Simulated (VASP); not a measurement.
These are PBE GGA, VASP's PBE PAW potentials (set 64) (plane waves; VASP 6.6.1) values and carry that method's errors.

VASP ran on this input.

POSCAR:
```
AlV2C
13.104820
  0.2203464069   0.0000000000   0.0000000000
 -0.1101732034   0.1908255894   0.0000000000
  0.0000000000   0.0000000000   1.0000000000
Al V C
2 4 2
Cartesian
 -0.0001817858   0.1260341954   0.2516930000
  0.1110258339   0.0635279378   0.7503590000
  0.0004035644   0.1281098053   0.5876040000
  0.1098333191   0.0645557244   0.4134320000
  0.1094201696   0.0629543161   0.0852360000
  0.0001976507   0.1270806829   0.9129680000
  0.0006448438  -0.0008539445  -0.0017080000
 -0.0008245363   0.0010682416   0.5004150000
```

### KPOINTS
```
Automatic mesh
0
Gamma
1 1 1
0 0 0
```

### INCAR
```
SYSTEM=AlV2C
PREC=Accurate; ENCUT=240; LREAL=.FALSE.
LASPH=.TRUE.
EDIFF=1E-6; NELM=100; ALGO=Normal
LMAXMIX=4
ISMEAR=-1; SIGMA=0.2
GGA=PE
ISIF=2
LWAVE=.FALSE.; LCHARG=.FALSE.
```

POTCAR, in this order: Al V_sv C (PBE.64 set). Program: vasp_std.

Output of the run:

File OUTCAR:
```
 ion  position               nearest neighbor table
   1  0.329  0.660  0.252-   4 2.69   4 2.69   4 2.71   5 2.74   5 2.75   5 2.75
   2  0.670  0.333  0.750-   3 2.70   6 2.70   6 2.71   3 2.71   6 2.71   3 2.71
   3  0.338  0.671  0.588-   8 2.01   8 2.02   8 2.03   2 2.70   2 2.71   2 2.71   4 2.82   4 2.83
                             4 2.83
   4  0.668  0.338  0.413-   8 2.01   8 2.02   8 2.02   1 2.69   1 2.69   1 2.71   3 2.82   3 2.83
                             3 2.83
   5  0.662  0.330  0.085-   7 2.01   7 2.02   7 2.03   1 2.74   1 2.75   1 2.75   6 2.80   6 2.80
                             6 2.81
   6  0.334  0.666  0.913-   7 2.00   7 2.01   7 2.02   2 2.70   2 2.71   2 2.71   5 2.80   5 2.80
                             5 2.81
   7  0.001  0.996  0.998-   6 2.00   5 2.01   6 2.01   6 2.02   5 2.02   5 2.03
   8  0.999  0.006  0.500-   3 2.01   4 2.01   3 2.02   4 2.02   4 2.02   3 2.03
  LATTYP: Found a hexagonal cell.
 ALAT       =     2.8876000000
 C/A-ratio  =     4.5383086300
 Subroutine PRICEL returns:
 Original cell was already a primitive cell.
 Subroutine GETGRP returns: Found  1 space group operations
The static configuration has the point symmetry C_1 .
The dynamic configuration has the point symmetry C_1 .
 Subroutine INISYM returns: Found  1 space group operations
 Subroutine IBZKPT returns following result:
 Found      1 irreducible k-points:

 Following reciprocal coordinates:
            Coordinates               Weight
  0.000000  0.000000  0.000000      1.000000
   k-points           NKPTS =      1   k-points in BZ     NKDIM =      1   number of bands    NBANDS=     39
   number of dos      NEDOS =    301   number of ions     NIONS =      8
   total plane-waves  NPLWV =  17920
   dimension x,y,z NGX =    16 NGY =   16 NGZ =   70
   dimension x,y,z NGXF=    32 NGYF=   32 NGZF=  140
   ions per type =               2   4   2
   PREC   = accura    normal or accurate (medium, high low for compatibility)
   ISTART =      0    job   : 0-new  1-cont  2-samecut
   ICHARG =      2    charge: 1-file 2-atom 10-const
   ISPIN  =      1    spin polarized calculation?
   LNONCOLLINEAR =      F non collinear calculations
   LSORBIT =      F    spin-orbit coupling
   INIWAV =      1    electr: 0-lowe 1-rand  2-diag
   ENCUT  =  240.0 eV  17.64 Ry    4.20 a.u.   3.65  3.65 16.55*2*pi/ulx,y,z
   NELM   =    100;   NELMIN=  2; NELMDL= -5     # of ELM steps
   EDIFF  = 0.1E-05   stopping-criterion for ELM
   LREAL  =      F    real-space projection
   NLSPLINE    = F    spline interpolate recip. space projectors
   LMAXMIX     =    4 max onsite mixed and CHGCAR
   VOSKOWN=      0    Vosko Wilk Nusair interpolation
   EDIFFG = 0.1E-04   stopping-criterion for IOM
   NSW    =      0    number of steps for IOM
   NBLOCK =      1;   KBLOCK =      1    inner block; outer block
   IBRION =     -1    ionic relax: 0-MD 1-quasi-New 2-CG
   NFREE  =      0    steps in history (QN), initial steepest desc. (CG)
   ISIF   =      2    stress and relaxation
   ISYM   =      2    0-nonsym 1-usesym 2-fastsym
   TEIN   =    0.0    initial temperature
   TEBEG  =    0.0;   TEEND  =   0.0 temperature during run
   SMASS  =  -3.00    Nose mass-parameter (am)
   PSTRESS=    0.0 pullay stress
   NELECT =      66.0000    total number of electrons
   EFERMI =   0.00;   METHOD = LEGACY
   ISMEAR =    -1;   SIGMA  =   0.20  broadening in eV -4-tet -1-fermi 0-gaus
   IALGO  =     38    algorithm
   LDIAG  =      T    sub-space diagonalisation (order eigenvalues)
   IMIX   =      4    mixing-type and parameters
     AMIX     =   0.40;   BMIX     =  1.00
     AMIX_MAG =   1.60;   BMIX_MAG =  1.00
     AMIN     =   0.10
   GGA     = PE    functional components
   VOSKOWN =     0    Vosko Wilk Nusair interpolation
   LHFCALC =     F    Hartree Fock is set to
   LHFONE  =     F    Hartree Fock one center treatment
   AEXX    =    0.0000 exact exchange contribution
   IVDW    =     0    specifies the selected vdW correction
   LEPSILON=     F    determine dielectric tensor
...
```

OSZICAR:
```
       N       E                     dE             d eps       ncg     rms          rms(c)
DAV:   1     0.660677030177E+03    0.66068E+03   -0.26852E+04    94   0.106E+03
DAV:   2    -0.281846952369E+02   -0.68886E+03   -0.66382E+03    85   0.450E+02
DAV:   3    -0.791924709140E+02   -0.51008E+02   -0.49978E+02   100   0.120E+02
DAV:   4    -0.806821253055E+02   -0.14897E+01   -0.14827E+01   100   0.183E+01
DAV:   5    -0.807172648228E+02   -0.35140E-01   -0.35115E-01   100   0.255E+00    0.473E+01
DAV:   6    -0.726667117547E+02    0.80506E+01   -0.13305E+02    85   0.552E+01    0.134E+01
DAV:   7    -0.944551336062E+02   -0.21788E+02   -0.15682E+02   116   0.393E+01    0.362E+01
DAV:   8    -0.699016094150E+02    0.24554E+02   -0.64493E+01    92   0.255E+01    0.152E+01
DAV:   9    -0.735550565811E+02   -0.36534E+01   -0.34442E+01   108   0.199E+01    0.219E+01
DAV:  10    -0.724411968158E+02    0.11139E+01   -0.26281E+01   109   0.183E+01    0.183E+01
DAV:  11    -0.712277441807E+02    0.12135E+01   -0.16161E+01   109   0.135E+01    0.101E+01
DAV:  12    -0.705983911238E+02    0.62935E+00   -0.69705E+00   100   0.870E+00    0.422E+00
DAV:  13    -0.705203228078E+02    0.78068E-01   -0.60693E-01    94   0.365E+00    0.197E+00
DAV:  14    -0.705106550300E+02    0.96678E-02   -0.91843E-02   116   0.162E+00    0.132E+00
DAV:  15    -0.705063666529E+02    0.42884E-02   -0.58011E-02   116   0.155E+00    0.726E-01
DAV:  16    -0.705060346212E+02    0.33203E-03   -0.96138E-03   108   0.654E-01    0.243E-01
DAV:  17    -0.705069337015E+02   -0.89908E-03   -0.20691E-03    94   0.338E-01    0.324E-01
DAV:  18    -0.705065494350E+02    0.38427E-03   -0.93113E-04   100   0.213E-01    0.975E-02
DAV:  19    -0.705065543803E+02   -0.49453E-05   -0.20407E-04   108   0.834E-02    0.235E-02
DAV:  20    -0.705065609318E+02   -0.65515E-05   -0.22069E-05    92   0.238E-02    0.106E-02
DAV:  21    -0.705065624752E+02   -0.15434E-05   -0.14278E-05    76   0.954E-03    0.538E-03
DAV:  22    -0.705065628789E+02   -0.40363E-06   -0.58386E-06    60   0.537E-03
   1 F= -.70506563E+02 E0= -.69859179E+02  d E =-.129477E+01
```

OUTCAR:
```
------------------------ aborting loop because EDIFF is reached ----------------------------------------
  FORCE on cell =-STRESS in cart. coord.  units (eV):
  Direction    XX          YY          ZZ          XY          YZ          ZX
  --------------------------------------------------------------------------------------
  Total      -13.9486814    -14.1299087     11.1686183      0.1873199      0.0495194      0.0275124
  in kB     -236.1608873   -239.2291914    189.0924828      3.1714567      0.8383976      0.4658048
  external PRESSURE =     -95.4325320 kB  Pullay stress =       0.0000000 kB
  volume of cell :       94.63
      direct lattice vectors                 reciprocal lattice vectors
     2.887600000  0.000000000  0.000000000     0.346308353  0.199941217  0.000000000
    -1.443800000  2.500735000  0.000000000     0.000000000  0.399882435  0.000000000
     0.000000000  0.000000000 13.104820000     0.000000000  0.000000000  0.076307801
 POSITION                                       TOTAL-FORCE (eV/Angst)
 -----------------------------------------------------------------------------------
     -0.00238      1.65166      3.29839        -0.006488      0.035115     -0.508968
      1.45497      0.83252      9.83332        -0.017178      0.011404     -0.027701
      0.00529      1.67886      7.70044        -0.089973     -0.000981     -9.034747
      1.43935      0.84599      5.41795        -0.036248     -0.012434      9.116314
      1.43393      0.82500      1.11700         0.124397     -0.018392     -8.270911
      0.00259      1.66537     11.96428         0.044851     -0.065698      9.186121
     -1.43535      2.48954     13.08244        -0.157647      0.079148     -0.427914
      2.87679      0.01400      6.55785         0.138286     -0.028162     -0.032194
 -----------------------------------------------------------------------------------
    total drift:                                0.000437     -0.000561      0.000089
  FREE ENERGIE OF THE ION-ELECTRON SYSTEM (eV)
  ---------------------------------------------------
  free  energy   TOTEN  =       -70.5065628789 eV

  energy  without entropy=      -69.2117944089  energy(sigma->0) =      -69.85917864
```
(Selected blocks of OUTCAR.)

At this cut-off the stress carries a Pulay error, which pulls relaxed volumes low.

The structure comes from a computed database's AlV2C entry; how it stands against other phases isn't given here. The cell was not relaxed at this level, atoms are displaced from their ideal sites. The k-mesh is coarse (spacing up to 2.51 per Å, 2π included), so the numbers may not be converged in it. The run is one of a series of settings (ENCUT = 240, ISMEAR = -1, SIGMA = 0.2, KPOINTS 1×1×1 Γ-centred mesh against the base run), some of them coarse on purpose. The run is not spin-polarised, so no magnetic state was tried.
